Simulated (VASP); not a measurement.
# NbTe (P-6m2) in VASP: notebook

One crystal, NbTe, is run at these levels: PBE; tasks: single point.

Everything below comes from runs of VASP 6.6.1. Logs are shortened: lines on timing, memory, paths and dates and some standing lists are left out, and cuts for length are marked.

## (1) The crystal as given

The structure is hexagonal, space group P-6m2 (No. 187). Conventional cell: a = 3.703 Å, b = 3.703 Å, c = 3.694 Å, α = 90.00°, β = 90.00°, γ = 120.00°. Te (site symmetry -6m2) has 6 Nb at 2.83 Å as nearest neighbours. Nb (site symmetry -6m2) has 6 Te at 2.83 Å as nearest neighbours.

The cell comes from a database or a generator and needn't be the stable form of this composition.

## (2) Single point, PBE

Contents of INCAR:

```
  PREC = Accurate
  ENCUT = 900
  EDIFF = 1E-7
  ISMEAR = 0
  SIGMA = 0.05
  LREAL = False
  LASPH = True
  NELM = 100
  ALGO = Normal
  ISIF = 2
  LWAVE = False
  LCHARG = False
  GGA = PE
  NBANDS = 16
  ADDGRID = False
```

Contents of KPOINTS:

```
regular mesh
0
Gamma
  7 7 6
```

Contents of POSCAR:

```
NbTe
1.0
    3.7029743866      0.0000000000      0.0000000000
   -1.8514871933      3.2068698884      0.0000000000
    0.0000000000      0.0000000000      3.6942110000
Te Nb
1 1
Direct
    0.6666666667      0.3333333333      0.0000000000
    0.0000000000      0.0000000000      0.5000000000
```

Potentials or basis: VASP PAW PBE potentials, release 64 (Te, Nb_pv).

Command:

```console
$ cat potpaw_PBE.64/Te/POTCAR potpaw_PBE.64/Nb_pv/POTCAR > POTCAR
$ mpirun -np 1 vasp_std > vasp.out
```

OUTCAR:

```text
PREC = Accurate
   ENCUT = 900
   EDIFF = 1E-7
   ISMEAR = 0
   LREAL = False
   LASPH = True
   NELM = 100
   ISIF = 2
   GGA = PE

 Found     32 irreducible k-points:

 Following reciprocal coordinates:
            Coordinates               Weight
  0.000000  0.000000  0.000000      1.000000
  0.142857 -0.000000  0.000000      6.000000
  0.285714 -0.000000  0.000000      6.000000
  0.428571  0.000000  0.000000      6.000000
  0.142857  0.142857  0.000000      6.000000
  0.285714  0.142857  0.000000     12.000000
   k-points           NKPTS =     32   k-points in BZ     NKDIM =     32   number of bands    NBANDS=     16
   number of dos      NEDOS =    301   number of ions     NIONS =      2
   total plane-waves  NPLWV =  46656
   dimension x,y,z NGX =    36 NGY =   36 NGZ =   36
   dimension x,y,z NGXF=    72 NGYF=   72 NGZF=   72
   ions per type =               1   1
   NGX,Y,Z   is equivalent  to a cutoff of  16.16, 16.16, 16.20 a.u.
   NGXF,Y,Z  is equivalent  to a cutoff of  32.32, 32.32, 32.40 a.u.
 SYSTEM =  unknown system
   PREC   = accura    normal or accurate (medium, high low for compatibility)
   ISTART =      0    job   : 0-new  1-cont  2-samecut
   ICHARG =      2    charge: 1-file 2-atom 10-const
   ISPIN  =      1    spin polarized calculation?
   LNONCOLLINEAR =      F non collinear calculations
   LSORBIT =      F    spin-orbit coupling
   LASPH  =      T    aspherical Exc in radial PAW
   ENCUT  =  900.0 eV  66.15 Ry    8.13 a.u.   9.06  9.06  9.04*2*pi/ulx,y,z
   NELM   =    100;   NELMIN=  2; NELMDL= -5     # of ELM steps
   EDIFF  = 0.1E-06   stopping-criterion for ELM
[... 18 lines left out ...]
     AMIX     =   0.40;   BMIX     =  1.00
     AMIX_MAG =   1.60;   BMIX_MAG =  1.00
  volume/ion in A,a.u.               =      21.93       148.02
  Fermi-wavevector in a.u.,A,eV,Ry     =   1.193548  2.255479 19.382272  1.424557
  Thomas-Fermi vector in A             =   2.329560
   LORBIT       =      0    0 simple, 1 ext, 2 COOP (PROOUT), +10 PAW based schemes
   GGA     = PE    functional components
[... 5 lines left out ...]
 non-spin polarized calculation
 Gauss-broadening in eV      SIGMA  =   0.05
  energy-cutoff  :      900.00
  volume of cell :       43.87
 maximum number of plane-waves:      2712
   NGX = 19   NGY = 19   NGZ = 19

 number of electron      17.0000001 magnetization

 Free energy of the ion-electron system (eV)
  ---------------------------------------------------
  ext. energy  EPLUGINS =         0.00000000
  ---------------------------------------------------
  free energy    TOTEN  =       -13.51193285 eV

  energy without entropy =      -13.51019339  energy(sigma->0) =      -13.51106312

 E-fermi :   8.3825     XC(G=0): -11.2458

 val. band max:        8.3607726307   @ k =   0.2857  -0.0000   0.0000
 cond. band min:       8.4111353697   @ k =   0.2857  -0.0000   0.3333
 fundamental gap:      0.0503627390
 Fermi energy:         8.3825172790

 k-point     1 :       0.0000    0.0000    0.0000
  band No.  band energies     occupation
      1     -23.3674      2.00000
      2     -23.1648      2.00000
      3     -23.1648      2.00000
      4      -5.8116      2.00000
      5       5.2959      2.00000
      6       5.2959      2.00000
      7       5.4457      2.00000
      8       6.1278      2.00000
      9       8.5648      0.00000
     10       8.5648      0.00000
     11      10.9137      0.00000
     12      10.9137      0.00000
     13      11.3468      0.00000
     14      14.4308      0.00000
     15      15.5042      0.00000
     16      15.5042      0.00000

 k-point     2 :       0.1429   -0.0000    0.0000
  band No.  band energies     occupation
      1     -23.3633      2.00000
      2     -23.1901      2.00000
      3     -23.1708      2.00000
      4      -5.5663      2.00000
      5       4.3210      2.00000
      6       5.4175      2.00000
      7       5.6623      2.00000
      8       5.7696      2.00000
      9       8.5001      0.00089
     10       9.3025      0.00000
     11       9.8266      0.00000
     12      10.4833      0.00000
     13      12.4969      0.00000
     14      14.3482      0.00000
     15      16.4799      0.00000
     16      16.5201      0.00000

 k-point     3 :       0.2857   -0.0000    0.0000
  band No.  band energies     occupation
      1     -23.3539      2.00000
      2     -23.2462      2.00000
      3     -23.1841      2.00000
      4      -4.9246      2.00000
      5       2.7046      2.00000
      6       5.0211      2.00000
      7       5.6729      2.00000
      8       6.0003      2.00000
      9       8.3608      1.46147
     10       9.1570      0.00000
     11       9.9055      0.00000
     12      10.5722      0.00000
     13      12.7695      0.00000
     14      15.5239      0.00000
     15      17.0158      0.00000
     16      17.4136      0.00000

 k-point     4 :       0.4286    0.0000    0.0000
  band No.  band energies     occupation
      1     -23.3464      2.00000
      2     -23.2906      2.00000
      3     -23.1948      2.00000
      4      -4.2559      2.00000
      5       1.4466      2.00000
      6       4.6643      2.00000
      7       5.8448      2.00000
      8       5.8506      2.00000
      9       8.2547      1.99970
     10       9.6883      0.00000
     11       9.7208      0.00000
     12      11.4033      0.00000
     13      12.4242      0.00000
     14      14.4811      0.00000
     15      17.1693      0.00000
     16      18.8496      0.00000

 k-point     5 :       0.1429    0.1429    0.0000
  band No.  band energies     occupation
      1     -23.3565      2.00000
      2     -23.2273      2.00000
      3     -23.1839      2.00000
      4      -5.1200      2.00000
      5       3.2496      2.00000
      6       5.1846      2.00000
      7       5.2325      2.00000
      8       6.1991      2.00000
      9       8.3088      1.96297
     10       9.1447      0.00000
     11       9.9981      0.00000
     12      10.3485      0.00000
     13      13.3854      0.00000
     14      14.7884      0.00000
     15      16.9597      0.00000
     16      17.6275      0.00000

 k-point     6 :       0.2857    0.1429    0.0000
  band No.  band energies     occupation
      1     -23.3480      2.00000
      2     -23.2705      2.00000
      3     -23.2029      2.00000
      4      -4.4367      2.00000
      5       2.0341      2.00000
      6       4.6599      2.00000
      7       4.7886      2.00000
      8       6.7975      2.00000
      9       8.0256      2.00000
     10       8.8959      0.00000
     11       9.8931      0.00000
     12      11.5911      0.00000
     13      13.2853      0.00000
     14      15.6400      0.00000
     15      16.9972      0.00000
     16      17.3960      0.00000

 [... further k-points ...]

------------------------ aborting loop because EDIFF is reached ----------------------------------------

  FORCE on cell =-STRESS in cart. coord.  units (eV):
  Direction    XX          YY          ZZ          XY          YZ          ZX
  --------------------------------------------------------------------------------------
  -------------------------------------------------------------------------------------
  Total       -0.0654965     -0.0654965      0.1289148      0.0000000      0.0000000     -0.0000000
  in kB       -2.3920753     -2.3920753      4.7082504      0.0000000      0.0000000     -0.0000000
  external PRESSURE =      -0.0253001 kB  Pullay stress =       0.0000000 kB

 VOLUME and BASIS-vectors are now :
 -----------------------------------------------------------------------------
  energy-cutoff  :      900.00
  volume of cell :       43.87
      direct lattice vectors                 reciprocal lattice vectors
     3.702974387  0.000000000  0.000000000     0.270053178  0.155915275  0.000000000
    -1.851487193  3.206869888  0.000000000     0.000000000  0.311830550  0.000000000
     0.000000000  0.000000000  3.694211000     0.000000000  0.000000000  0.270693796

 POSITION                                       TOTAL-FORCE (eV/Angst)
 -----------------------------------------------------------------------------------
      1.85149      1.06896      0.00000         0.000000     -0.000000      0.000000
      0.00000      0.00000      1.84711        -0.000000      0.000000      0.000000
 -----------------------------------------------------------------------------------
    total drift:                               -0.000000      0.000000     -0.000000

  FREE ENERGIE OF THE ION-ELECTRON SYSTEM (eV)
  ---------------------------------------------------
  free  energy   TOTEN  =       -13.5119328519 eV

  energy  without entropy=      -13.5101933936  energy(sigma->0) =      -13.51106312
```

Wall time 32 s (1 thread of Intel Xeon Platinum 8488C (Sapphire Rapids), shared host); peak memory 0.23 GiB.

These settings aren't checked as converged: the numbers below hold their error.

What came out:

```
Free energy            : -13.5119 eV
Pressure               : 0.0 GPa
Band gap on the k mesh : none (metal or under the smearing width)
```

## (3) Single point, PBE

Changes to INCAR since step 2:

```diff
@@ -1,3 +1,3 @@
   PREC = Accurate
-  ENCUT = 900
+  ENCUT = 460
   EDIFF = 1E-7
```

Contents of KPOINTS:

```
regular mesh
0
Gamma
  10 10 9
```

POSCAR is that of step 2.

Potentials or basis: VASP PAW PBE potentials, release 64 (Te, Nb_pv).

Command:

```console
$ cat potpaw_PBE.64/Te/POTCAR potpaw_PBE.64/Nb_pv/POTCAR > POTCAR
$ mpirun -np 1 vasp_std > vasp.out
```

It took 32 s on 1 thread of Intel Xeon Platinum 8488C (Sapphire Rapids), shared host; peak memory 0.18 GiB.

These settings aren't checked as converged: the numbers below hold their error.

Results:

- Free energy: -13.5107 eV
- Pressure: 0.0 GPa
- Band gap on the k mesh: none (metal or under the smearing width)

## (4) Single point, PBE

Changes to INCAR since step 3:

```diff
@@ -3,3 +3,3 @@
   EDIFF = 1E-7
-  ISMEAR = 0
+  ISMEAR = -5
   SIGMA = 0.05
```

KPOINTS is that of step 3.

POSCAR is that of step 3.

Command:

```console
$ cat potpaw_PBE.64/Te/POTCAR potpaw_PBE.64/Nb_pv/POTCAR > POTCAR
$ mpirun -np 1 vasp_std > vasp.out
```

Wall time 31 s (1 thread of Intel Xeon Platinum 8488C (Sapphire Rapids), shared host); peak memory 0.18 GiB.

The run converged, but some of its settings lie outside the range that counts as converged, so its numbers aren't taken as properties of the crystal.

What came out:

```yaml
Free_energy: -13.5107 eV
Pressure: 0.0 GPa
Band_gap_on_the_k_mesh: none (metal or under the smearing width)
```

Caveat: tetrahedron occupations give inexact forces and stress in metals.

## (5) Single point, PBE

Changes to INCAR since step 4:

```diff
@@ -1,5 +1,5 @@
-  PREC = Accurate
-  ENCUT = 460
+  PREC = Low
+  ENCUT = 520
   EDIFF = 1E-7
-  ISMEAR = -5
+  ISMEAR = 0
   SIGMA = 0.05
```

KPOINTS is that of step 4.

POSCAR is that of step 4.

Command:

```console
$ cat potpaw_PBE.64/Te/POTCAR potpaw_PBE.64/Nb_pv/POTCAR > POTCAR
$ mpirun -np 1 vasp_std > vasp.out
```

Wall time 16 s (1 thread of Intel Xeon Platinum 8488C (Sapphire Rapids), shared host); peak memory 0.15 GiB.

The run converged, but some of its settings lie outside the range that counts as converged, so its numbers aren't taken as properties of the crystal.

What came out:

```yaml
Free_energy: -13.5115 eV
Pressure: 0.0 GPa
Band_gap_on_the_k_mesh: none (metal or under the smearing width)
```

## (6) For comparison

An earlier run on the cell as given: functional PBE; potentials or basis VASP PAW PBE potentials, release 64 (Te, Nb_sv); cutoff 520 eV; k mesh 8 × 8 × 7; occupations fermi-dirac, width 0.05 eV; no spin polarisation.

- Pressure: -0.8 GPa
- Band gap on the k mesh: none (metal or under the smearing width)
